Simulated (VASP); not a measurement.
Crystal: InAs.

```
In As
1.0
     0.00000    3.01800    3.01800
     3.01800    0.00000    3.01800
     3.01800    3.01800    0.00000
In As
1 1
Cartesian
  0.0000 0.0000 0.0000
  1.5090 1.5090 1.5090
```

| Item | Value |
| --- | --- |
| Program | VASP 6.6.1 |
| Task | relaxation of cell and atoms |
| Functional | HSE06 |
| Potentials or basis | VASP PAW PBE potentials, release 64 (In_d, As) |
| Cutoff | 520 eV |
| k mesh | 4 × 4 × 4 |
| Occupations | gaussian, width 0.02 eV |
| Spin | no spin polarisation |

At the start: pressure 2.2 GPa; volume 27.49 Å³/atom.

**Question.** Where does the relaxation end?

**Answer.** Over 3 steps the energy falls by 6.7 meV/atom and the volume is 28.48 Å³/atom (+3.6 %); space group F-43m (No. 216, to 0.05 Å).

The path:
```csv
step,energy change (eV),largest force (eV/Å),pressure (GPa),volume (Å³)
1,0.0000,0.0000,2.24,54.98
2,-0.0093,0.0000,-1.11,58.10
3,-0.0134,0.0000,0.00,56.95
```

Final structure:
```xyz
2
Lattice="0.0000 3.0537 3.0537 3.0537 0.0000 3.0537 3.0537 3.0537 0.0000" Properties=species:S:1:pos:R:3 pbc="T T T"
In    0.0000    0.0000    0.0000
As    1.5269    1.5269    1.5269
```

Caveat: the k mesh is coarse (spacing up to 0.45 Å⁻¹), so the values aren't converged, least of all with exact exchange; the PAW data sets were made with another functional, which shifts forces and pressure a little.
